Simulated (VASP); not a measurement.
# OsRh with LAK: from relaxation to properties, part 3 of 5

Aim: relax OsRh, then compute properties on the relaxed cell. The cell is invented: it takes the structure of a Materials Project entry for PtRh (space group 166 there), with some of its atoms replaced by other elements, volume scaled by an estimate. It may not be a known or stable phase. Left out of this account: 1 further run (core levels: core levels are not valid at this level).

VASP 6.6.1, plane waves and PAW; the level of theory is named at each step.

Still holding for the runs below: This run has no spin polarisation. Its electron count is odd, so without a moment it is a metal by construction.

So far. Step 3 (Full relaxation (LAK)): It ends with forces that vanish by symmetry and a pressure of 0.02 GPa. Step 4 (Single point with fields (LAK)): In this run the pressure is -0.05 GPa, small enough to go on.

### Step 5. Band structure (LAK)

Level of this step: LAK; plane waves and PAW (Os, Rh_pv); invented cell (VASP).

Levels along the symmetry lines show where the bands peak and cross; KPOINTS_OPT computes them in the converged potential.

Input file INCAR:

```
SYSTEM = OsRh
PREC = Accurate
ENCUT = 400
EDIFF = 1E-06
NELM = 100
ISMEAR = 1
SIGMA = 0.2
LREAL = .FALSE.
ALGO = Normal
METAGGA = LAK
LASPH = .TRUE.
NBANDS = 23
LORBIT = 11
LWAVE = .FALSE.
LCHARG = .FALSE.
```

Input file POSCAR:

```
OsRh
1.0
    1.3590631871      0.7846555665      4.4697103022
   -1.3590631871      0.7846555665      4.4697103022
    0.0000000000     -1.5693111331      4.4697103022
Os Rh
1 1
Direct
    0.0000000000      0.0000000000      0.0000000000
    0.5000000000      0.5000000000      0.5000000000
```

Input file KPOINTS:

```
Automatic mesh
0
Gamma
11 11 11
0 0 0
```

Input file KPOINTS_OPT:

```
Line mode
16
Line-mode
Reciprocal
  0.00000000   0.00000000   0.00000000 GAMMA
  0.50000000   0.00000000   0.00000000 L

  0.50000000   0.00000000   0.00000000 L
  0.50000000   0.18721176  -0.18721176 B1

  0.81278824   0.50000000   0.18721176 B
  0.50000000   0.50000000   0.50000000 Z

  0.50000000   0.50000000   0.50000000 Z
  0.00000000   0.00000000   0.00000000 GAMMA

  0.00000000   0.00000000   0.00000000 GAMMA
  0.34360588   0.00000000  -0.34360588 X

  0.65639412   0.34360588   0.00000000 Q
  0.50000000   0.50000000   0.00000000 F

  0.50000000   0.50000000   0.00000000 F
  0.65639412   0.65639412   0.18721176 P1

  0.65639412   0.65639412   0.18721176 P1
  0.50000000   0.50000000   0.50000000 Z

  0.50000000   0.00000000   0.00000000 L
  0.81278824   0.34360588   0.34360588 P
```

The projector-augmented-wave data sets are Os and Rh_pv (PBE family, release 64).

Run with:

```
mpirun -np 1 vasp_std
```

The program printed:

```text
[... set-up lines as in an earlier step ...]
 entering main loop
       N       E                     dE             d eps       ncg     rms          rms(c)
DAV:   1     0.257952477483E+03    0.25795E+03   -0.11456E+04  7268   0.867E+02
DAV:   2     0.639191213192E+02   -0.19403E+03   -0.18540E+03  7409   0.313E+02
DAV:   3     0.591460961149E+02   -0.47730E+01   -0.47434E+01  8088   0.513E+01
DAV:   4     0.591164273641E+02   -0.29669E-01   -0.29646E-01  8178   0.426E+00
DAV:   5     0.591160282004E+02   -0.39916E-03   -0.39790E-03  7960   0.458E-01    0.237E+01
DAV:   6     0.710811725773E+02    0.11965E+02   -0.14248E+01  8172   0.312E+01    0.308E+00
DAV:   7     0.707768863810E+02   -0.30429E+00   -0.55351E+00  7598   0.133E+01    0.731E+00
DAV:   8     0.711605306106E+02    0.38364E+00   -0.18436E+00  7545   0.828E+00    0.263E+00
DAV:   9     0.711844671739E+02    0.23937E-01   -0.19684E-01  7270   0.330E+00    0.793E-01
DAV:  10     0.711877694095E+02    0.33022E-02   -0.29002E-02  7794   0.122E+00    0.391E-01
DAV:  11     0.711870825044E+02   -0.68691E-03   -0.45491E-03  7886   0.546E-01    0.126E-01
DAV:  12     0.711869008761E+02   -0.18163E-03   -0.87969E-04  7255   0.216E-01    0.532E-02
DAV:  13     0.711868889367E+02   -0.11939E-04   -0.55037E-05  8076   0.464E-02    0.151E-02
DAV:  14     0.711868881475E+02   -0.78926E-06   -0.14170E-05  7675   0.289E-02    0.412E-03
DAV:  15     0.711868873038E+02   -0.84374E-06   -0.10149E-06  5873   0.875E-03
   1 F= 0.71186887E+02 E0= 0.71185324E+02  d E =0.469070E-02
 Start KPOINTS_OPT (optional k-point list driver)
k-point batch [1-144\144]
       N       E                     dE             ncg
DAV:   1     0.114673637574E+05   -0.84111E+05     7056
DAV:   2    -0.165025622137E+05   -0.27970E+05     7506
DAV:   3    -0.172220821871E+05   -0.71952E+03     8227
DAV:   4    -0.172259824937E+05   -0.39003E+01     7494
DAV:   5    -0.172260184883E+05   -0.35995E-01     7422
DAV:   6    -0.172260189119E+05   -0.42353E-03     7457
DAV:   7    -0.172260189178E+05   -0.59731E-05     6253
DAV:   8    -0.172260189183E+05   -0.49724E-06     5206
```

Run time: 4 min. Hardware: 1 MPI rank of Intel Xeon 6975P-C (Granite Rapids), shared host; peak memory 0.25 GiB.

OUTCAR, selected parts (step 5):

```text
   k-points           NKPTS =    146   k-points in BZ     NKDIM =    146   number of bands    NBANDS=     23

   NELECT =      23.0000    total number of electrons

 E-fermi :  10.2490

 k-point     1 :       0.0000    0.0000    0.0000
  band No.  band energies     occupation
    ...
      8       7.0409      2.00000
      9       7.1995      2.00000
     10       7.1995      2.00000
     11       9.4922      2.00000
     12       9.4922      2.00000
     13      10.4099      0.01762
     14      11.8522     -0.00000
     15      11.8522     -0.00000
     16      19.2891      0.00000
     17      25.4585      0.00000
    ...

  Total        0.0052527      0.0052527     -0.0001558     -0.0000000      0.0000000      0.0000000
  in kB        0.2942658      0.2942658     -0.0087260     -0.0000000      0.0000000      0.0000000
  external PRESSURE =       0.1932685 kB  Pullay stress =       0.0000000 kB

  FREE ENERGIE OF THE ION-ELECTRON SYSTEM (eV)
  ---------------------------------------------------
  free  energy   TOTEN  =        71.1868873038 eV

  energy  without entropy=       71.1821966049  energy(sigma->0) =       71.18532374

[... 8 parts as in an earlier step ...]

[... 9 further parts left out ...]
```

Spin-orbit coupling is off here; with elements this heavy it splits and shifts levels by tenths of an eV or more.

Numbers from this step:

- SCF cycles: 15
- bands: 23
- pressure: 0.01933 GPa

The electronic bands at the labelled points (eV, zero at the Fermi level; # counts the bands kept, so #1 is VASP's band 4):

```csv
point,#5,#6,#7,#8,#9,#10,#11,#12
Γ,-3.21,-3.05,-3.05,-0.76,-0.76,0.16,1.60,1.60
0.47 of the way,-3.02,-2.54,-2.29,-1.89,-1.34,0.05,0.87,5.75
L,-2.97,-2.66,-1.83,-0.68,0.49,2.83,3.80,5.84
0.47 of the way,-3.87,-3.87,-1.27,-0.70,0.55,0.97,5.95,6.12
B1,-3.04,-3.03,-1.33,-1.14,0.62,1.37,6.95,7.28
jump to B,-3.04,-3.03,-1.33,-1.14,0.62,1.37,6.95,7.28
0.47 of the way,-3.44,-3.14,-1.67,-0.81,-0.45,0.81,1.73,2.31
Z,-2.84,-2.84,-2.49,-2.49,-1.14,-1.14,0.44,0.44
0.47 of the way,-3.04,-2.76,-2.76,-1.83,-0.98,-0.98,1.01,1.01
Γ,-3.21,-3.05,-3.05,-0.76,-0.76,0.16,1.60,1.60
0.47 of the way,-3.47,-2.79,-2.09,-1.71,-1.41,0.77,1.32,7.40
X,-3.36,-2.88,-1.45,-0.92,0.47,1.27,6.76,7.31
jump to Q,-3.36,-2.88,-1.45,-0.92,0.47,1.27,6.76,7.31
0.53 of the way,-2.85,-1.61,-0.55,0.50,0.84,1.87,3.96,6.05
F,-3.22,0.27,0.45,0.96,1.55,2.10,2.85,2.89
0.53 of the way,-3.15,-0.38,0.44,1.26,1.41,1.87,2.85,3.20
P1,-2.98,-1.12,0.42,0.50,1.09,2.38,2.77,3.66
0.53 of the way,-3.16,-2.64,-2.05,-1.69,-0.79,-0.20,0.85,1.87
Z,-2.84,-2.84,-2.49,-2.49,-1.14,-1.14,0.44,0.44
jump to L,-2.97,-2.66,-1.83,-0.68,0.49,2.83,3.80,5.84
0.53 of the way,-2.44,-2.40,-1.36,0.12,0.49,2.81,3.37,5.14
P,-2.98,-1.12,0.42,0.50,1.09,2.38,2.77,3.66
```

Of the projections kept (Os, Rh), the largest for each band there; the rest of the weight can lie on other orbitals:

```csv
point,#5,#6,#7,#8,#9,#10,#11,#12
Γ,Rh 0.58,Os 0.52,Os 0.52,Rh 0.57,Rh 0.57,Os 0.64,Os 0.73,Os 0.73
L,Rh 0.82,Os 0.88,Rh 0.98,Os 0.98,Rh 1.00,Os 1.00,Rh 0.55,Os 0.73
B1,Rh 0.92,Os 0.96,Rh 0.60,Os 0.56,Rh 0.70,Os 0.68,Os 0.70,Rh 0.67
B,Rh 0.92,Os 0.96,Rh 0.60,Os 0.56,Rh 0.70,Os 0.68,Os 0.70,Rh 0.67
Z,Rh 1.00,Rh 1.00,Os 1.00,Os 1.00,Rh 1.00,Rh 1.00,Os 1.00,Os 1.00
Γ,Rh 0.58,Os 0.52,Os 0.52,Rh 0.57,Rh 0.57,Os 0.64,Os 0.73,Os 0.73
```

There is no gap at this level.

### Step 6. Density of states (LAK)

Here the states are counted by energy and projected on the atoms. The mesh is finer than in the run before.

INCAR, as its differences from that of step 5:

```diff
@@ -5,3 +5,3 @@
 NELM = 100
-ISMEAR = 1
+ISMEAR = -5
 SIGMA = 0.2
@@ -15 +15,2 @@
 LCHARG = .FALSE.
+NEDOS = 2001
```

POSCAR is that of step 5.

Input file KPOINTS:

```
Automatic mesh
0
Gamma
17 17 17
0 0 0
```

Run with:

```
mpirun -np 1 vasp_std
```

The program printed:

```text
[... set-up lines as in an earlier step ...]
 entering main loop
       N       E                     dE             d eps       ncg     rms          rms(c)
DAV:   1     0.259470433309E+03    0.25947E+03   -0.11355E+04 24318   0.866E+02
DAV:   2     0.639261860186E+02   -0.19554E+03   -0.18718E+03 24678   0.314E+02
DAV:   3     0.591621750133E+02   -0.47640E+01   -0.47398E+01 27290   0.514E+01
DAV:   4     0.591328174579E+02   -0.29358E-01   -0.29331E-01 26916   0.424E+00
DAV:   5     0.591324175305E+02   -0.39993E-03   -0.39833E-03 27147   0.461E-01    0.237E+01
DAV:   6     0.710741999063E+02    0.11942E+02   -0.14299E+01 27282   0.312E+01    0.302E+00
DAV:   7     0.708376271411E+02   -0.23657E+00   -0.50586E+00 25511   0.129E+01    0.704E+00
DAV:   8     0.711608436823E+02    0.32322E+00   -0.18200E+00 25353   0.806E+00    0.259E+00
DAV:   9     0.711815251947E+02    0.20682E-01   -0.16428E-01 24454   0.304E+00    0.679E-01
DAV:  10     0.711839104925E+02    0.23853E-02   -0.16457E-02 25877   0.101E+00    0.391E-01
DAV:  11     0.711826841558E+02   -0.12263E-02   -0.31850E-03 25813   0.473E-01    0.109E-01
DAV:  12     0.711825848626E+02   -0.99293E-04   -0.78026E-04 24637   0.212E-01    0.495E-02
DAV:  13     0.711825670049E+02   -0.17858E-04   -0.92915E-05 25861   0.615E-02    0.901E-03
DAV:  14     0.711825660817E+02   -0.92316E-06   -0.59829E-06 26377   0.201E-02
   1 F= 0.71182566E+02 E0= 0.71182566E+02  d E =0.000000E+00
 -----------------------------------------------------------------------------
|                                                                             |
|           W    W    AA    RRRRR   N    N  II  N    N   GGGG   !!!           |
|           W    W   A  A   R    R  NN   N  II  NN   N  G    G  !!!           |
|           W    W  A    A  R    R  N N  N  II  N N  N  G       !!!           |
|           W WW W  AAAAAA  RRRRR   N  N N  II  N  N N  G  GGG   !            |
|           WW  WW  A    A  R   R   N   NN  II  N   NN  G    G                |
|           W    W  A    A  R    R  N    N  II  N    N   GGGG   !!!           |
|                                                                             |
|     Tetrahedron method does not include variations of the Fermi             |
|     occupations, so forces and stress will be inaccurate. We suggest        |
|     using a different smearing scheme ISMEAR = 1 or 2 for metals in         |
|     relaxations.                                                            |
|                                                                             |
 -----------------------------------------------------------------------------
```

Run time: 9 min. Hardware: 1 MPI rank; peak memory 0.35 GiB.

From OUTCAR (step 6):

```text
   k-points           NKPTS =    489   k-points in BZ     NKDIM =    489   number of bands    NBANDS=     23

   NELECT =      23.0000    total number of electrons

 E-fermi :  10.2396

 k-point     1 :       0.0000    0.0000    0.0000
  band No.  band energies     occupation
    ...
      9       7.2062      2.00000
     10       7.2062      2.00000
     11       9.4916      2.00000
     12       9.4916      2.00000
     13      10.4143      1.35930
     14      11.8607      0.00000
     15      11.8607      0.00000
     16      19.2879      0.00000
     17      25.4598      0.00000
     18      26.1390      0.00000
    ...

  Total       -0.1303830     -0.1303830      0.2605768     -0.0000000     -0.0000000      0.0000000
  in kB       -7.3043611     -7.3043624     14.5981222     -0.0000000     -0.0000000      0.0000000
  external PRESSURE =      -0.0035338 kB  Pullay stress =       0.0000000 kB

 POSITION                                       TOTAL-FORCE (eV/Angst)
 -----------------------------------------------------------------------------------
      0.00000      0.00000      0.00000         0.000000      0.000000      0.000000
      0.00000     -0.00000      6.70457        -0.000000     -0.000000     -0.000000
 -----------------------------------------------------------------------------------
    total drift:                               -0.000000      0.000000      0.000000

  FREE ENERGIE OF THE ION-ELECTRON SYSTEM (eV)
  ---------------------------------------------------
  free  energy   TOTEN  =        71.1825660817 eV

  energy  without entropy=       71.1825660817  energy(sigma->0) =       71.18256608

[... 6 parts as in an earlier step ...]

[... 10 further parts left out ...]
```

With tetrahedra the forces and stress of a metal are not exact derivatives of the energy.

Numbers from this step:

```
SCF cycles             : 14
irreducible k-points   : 489
free energy (TOTEN)    : 71.1826 eV
Fermi energy           : 10.24 eV
pressure               : -3.53e-4 GPa
DOS at the Fermi level : 1.543 states/eV/cell
```

The density of states has structure finer than the step of the table below, so its rows give means over 0.5 eV, whole bins alone (the curve runs from -12.0 to 1.99 eV). Peaks (eV: height): total -5.41: 3.05, -2.90: 4.39, -1.79: 2.87, 0.47: 2.77; Rh d -2.90: 2.18, -2.69: 2.13, -1.75: 1.53, 0.47: 1.42; Os d -2.90: 1.38, -2.69: 1.43, 0.55: 1.37, 1.46: 1.34; Os s -7.17: 0.250, -2.94: 0.0522.

States under -12.0 eV and over 2.0 eV are left out. Table of density of states by energy, zero at the Fermi level; means over each step; values in states/eV/cell:

```csv
energy (eV),total,Rh d,Os d,Os s
-10.5,0,0,0,0
-10.0,0.0170,3.2e-4,5.4e-4,0.00962
-9.5,0.0846,0.00165,0.00305,0.0470
-9.0,0.145,0.00304,0.00750,0.0794
-8.5,0.202,0.00539,0.0132,0.107
-8.0,0.235,0.0101,0.0172,0.115
-7.5,0.359,0.0329,0.0557,0.143
-7.0,0.912,0.151,0.292,0.240
-6.5,1.47,0.323,0.589,0.199
-6.0,2.28,0.747,0.856,0.103
-5.5,2.83,1.01,1.03,0.0554
-5.0,2.05,0.794,0.777,0.0227
-4.5,2.25,0.952,0.788,0.0156
-4.0,2.28,0.996,0.834,0.0207
-3.5,2.71,1.26,0.891,0.0356
-3.0,3.52,1.73,1.09,0.0423
-2.5,3.05,1.53,1.01,0.0269
-2.0,2.24,1.14,0.702,0.0163
-1.5,2.28,1.20,0.710,0.0186
-1.0,2.15,0.997,0.854,0.0203
-0.5,2.14,0.937,0.944,0.0160
0.0,1.64,0.757,0.719,0.00998
0.5,2.34,1.08,1.08,0.0113
1.0,2.18,0.886,1.13,0.0150
1.5,2.08,0.750,1.17,0.0168
```

The finer mesh and the other smearing move the Fermi level by -0.01 eV from the 11×11×11 run, a small shift, which tests the Fermi level alone. Of the states within 0.3 eV of the Fermi level, the largest shares in the PAW spheres are Rh d 46 % and Os d 44 %. The rest lies in smaller channels or between the spheres.

(Continued in part 4 of 5.)

[Lines on the potential files, build, host, timing and source positions are cut from VASP's logs without a mark.]

[Logs are printed without paths, hosts, clocks, repeated set-up lines and the standing remarks that a program may print on its own settings, such as how far it seeks lower states.]

[Hosts, paths, dates, database ids (printed as entryN), source tags and the programs' standing remarks are cut or masked in the printed files.]

[A measured line is paired with the nearest computed mode of its activity, which favours agreement.]
